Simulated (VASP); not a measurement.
All values below come from PBEsol GGA, VASP's PBE PAW potentials (set 64) (plane waves; VASP 6.6.1).

The input files of a VASP run:

**POSCAR**
```
Al(110) slab
1
    2.8368564409    -0.0000000000    -0.0000000000
   -0.0000000000     4.0119215030     0.0000000000
    0.0000000000     0.0000000000    26.2063962745
Al
8
Direct
  0.0000000000   0.0000000000   0.3105620000
  0.5000000000   0.5000000000   0.3646870000
  0.0000000000   0.0000000000   0.4188120000
  0.5000000000   0.5000000000   0.4729370000
  0.0000000000   0.0000000000   0.5270630000
  0.5000000000   0.5000000000   0.5811880000
  0.0000000000   0.0000000000   0.6353130000
  0.5000000000   0.5000000000   0.6894380000
```

### INCAR
```
ALGO  =  Normal
DIPOL  =  0.5 0.5 0.5
EDIFF  =  1E-5
EDIFFG  =  -0.03
ENCUT  =  400
GGA  =  PS
IBRION  =  2
IDIPOL  =  3
ISIF  =  2
ISMEAR  =  1
LASPH  =  T
LCHARG  =  F
LDIPOL  =  T
LREAL  =  F
LWAVE  =  T
NELM  =  100
NELMIN  =  4
NSW  =  50
PREC  =  Normal
SIGMA  =  0.1
SYSTEM  =  Al(110) slab
```

### KPOINTS
```
Automatic mesh
0
Gamma
10 7 1
0 0 0
```

POTCAR, in this order: Al (PBE.64 set). Program: vasp_std.

Q: What will the output report for the number of irreducible k-points (NKPTS), largest plane-wave count, number of space-group operations, FFT grid (NGX, NGY, NGZ)?

A: 
```
Item                                            Value
--------------------------------------  -------------
number of irreducible k-points (NKPTS)             24
largest plane-wave count                         5463
number of space-group operations                    8
FFT grid (NGX, NGY, NGZ)                14 × 20 × 128
```

The cell is a thin slab with vacuum, built from Al (fcc): (110) face.
